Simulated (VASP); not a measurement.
Output of a VASP run:

### OSZICAR
```
       N       E                     dE             d eps       ncg     rms          rms(c)
DAV:   1     0.132617900916E+03    0.13262E+03   -0.99083E+03  4368   0.162E+03
DAV:   2    -0.582389771080E+02   -0.19086E+03   -0.18474E+03  4866   0.478E+02
DAV:   3    -0.672939447324E+02   -0.90550E+01   -0.88455E+01  5152   0.975E+01
DAV:   4    -0.674523926925E+02   -0.15845E+00   -0.15757E+00  5216   0.125E+01
DAV:   5    -0.674539149523E+02   -0.15223E-02   -0.15214E-02  4998   0.133E+00    0.303E+01
DAV:   6    -0.600602507671E+02    0.73937E+01   -0.90460E+00  4752   0.370E+01    0.551E+00
DAV:   7    -0.604043106997E+02   -0.34406E+00   -0.68482E-01  4542   0.866E+00    0.513E+00
DAV:   8    -0.603744633120E+02    0.29847E-01   -0.98446E-02  4536   0.405E+00    0.132E+00
DAV:   9    -0.604359081687E+02   -0.61445E-01   -0.42093E-02  4714   0.172E+00    0.519E-01
DAV:  10    -0.604353666677E+02    0.54150E-03   -0.51182E-03  4976   0.552E-01    0.130E-01
DAV:  11    -0.604358321927E+02   -0.46553E-03   -0.10735E-03  4412   0.373E-01    0.118E-01
DAV:  12    -0.604355387691E+02    0.29342E-03   -0.24062E-04  4396   0.195E-01    0.206E-02
DAV:  13    -0.604355652164E+02   -0.26447E-04   -0.49058E-05  4596   0.721E-02    0.742E-03
DAV:  14    -0.604355718071E+02   -0.65907E-05   -0.18455E-05  4906   0.329E-02    0.586E-03
DAV:  15    -0.604355704981E+02    0.13090E-05   -0.21806E-06  3776   0.138E-02    0.157E-03
DAV:  16    -0.604355705883E+02   -0.90170E-07   -0.22357E-07  2198   0.472E-03
   1 F= -.60435571E+02 E0= -.60435268E+02  d E =-.604634E-03  mag=     0.0000    -0.0000    -0.0000
       N       E                     dE             ncg
```

### OUTCAR
```
------------------------ aborting loop because EDIFF is reached ----------------------------------------
  FORCE on cell =-STRESS in cart. coord.  units (eV):
  Direction    XX          YY          ZZ          XY          YZ          ZX
  --------------------------------------------------------------------------------------
  Total        0.0674409      0.0674409      0.0674409     -0.0000000      0.0000000     -0.0000000
  in kB        5.3673955      5.3673955      5.3673955     -0.0000000      0.0000000     -0.0000000
  external PRESSURE =       5.3673955 kB  Pullay stress =       0.0000000 kB
  volume of cell :       20.13
      direct lattice vectors                 reciprocal lattice vectors
     2.720342243  0.000000000  0.000000000     0.367600806  0.000000000  0.000000000
     0.000000000  2.720342243  0.000000000     0.000000000  0.367600806  0.000000000
     0.000000000  0.000000000  2.720342243     0.000000000  0.000000000  0.367600806
 POSITION                                       TOTAL-FORCE (eV/Angst)
 -----------------------------------------------------------------------------------
      0.00000      0.00000      0.00000         0.000000      0.000000      0.000000
      1.36017      1.36017      1.36017         0.000000      0.000000      0.000000
 -----------------------------------------------------------------------------------
    total drift:                                0.000000      0.000000      0.000000
  FREE ENERGIE OF THE ION-ELECTRON SYSTEM (eV)
  ---------------------------------------------------
  free  energy   TOTEN  =       -60.4355705883 eV

  energy  without entropy=      -60.4349659542  energy(sigma->0) =      -60.43526827

 Ion:    1  E_soc:     -1.4956254

 Ion:    2  E_soc:     -0.0001901
```
(Selected blocks of OUTCAR.)

### POSCAR
```
WC
1
    2.7203422433    -0.0000000000     0.0000000000
    0.0000000000     2.7203422433     0.0000000000
   -0.0000000000     0.0000000000     2.7203422433
W C
1 1
Direct
  0.0000000000   0.0000000000   0.0000000000
  0.5000000000   0.5000000000   0.5000000000
```

Question: Reconstruct the remaining input files.

Answer: This is not unique; one that fits is the input of the run itself, r2SCAN meta-GGA with spin-orbit coupling, plane waves, VASP's PBE PAW potentials (set 64).

File KPOINTS:
```
kpoints
0
Gamma
  12 12 12
0 0 0
```

KPOINTS_OPT:
```
k-points along high-symmetry lines
8
Line-mode
Reciprocal
  0.000000   0.000000   0.000000 ! GAMMA
  0.000000   0.500000   0.000000 ! X

  0.000000   0.500000   0.000000 ! X
  0.500000   0.500000   0.000000 ! M

  0.500000   0.500000   0.000000 ! M
  0.000000   0.000000   0.000000 ! GAMMA

  0.000000   0.000000   0.000000 ! GAMMA
  0.500000   0.500000   0.500000 ! R

  0.500000   0.500000   0.500000 ! R
  0.000000   0.500000   0.000000 ! X

  0.500000   0.500000   0.500000 ! R
  0.500000   0.500000   0.000000 ! M
```

**INCAR**
```
ALGO = Normal
EDIFF = 1E-6
ENCUT = 520
GGA_COMPAT = F
ISMEAR = 0
LASPH = T
LCHARG = F
LMAXMIX = 6
LMIXTAU = T
LREAL = F
LSORBIT = T
LWAVE = F
MAGMOM = 6*0
METAGGA = R2SCAN
NELM = 100
PREC = Accurate
SIGMA = 0.05
SYSTEM = WC
```

POTCAR, in this order: W_sv C (PBE.64 set). Program: vasp_ncl.

The structure was generated: WC was put into the CsCl type (Pm-3m), which need not be its known phase. It was relaxed first, which changed the volume by -19 %.
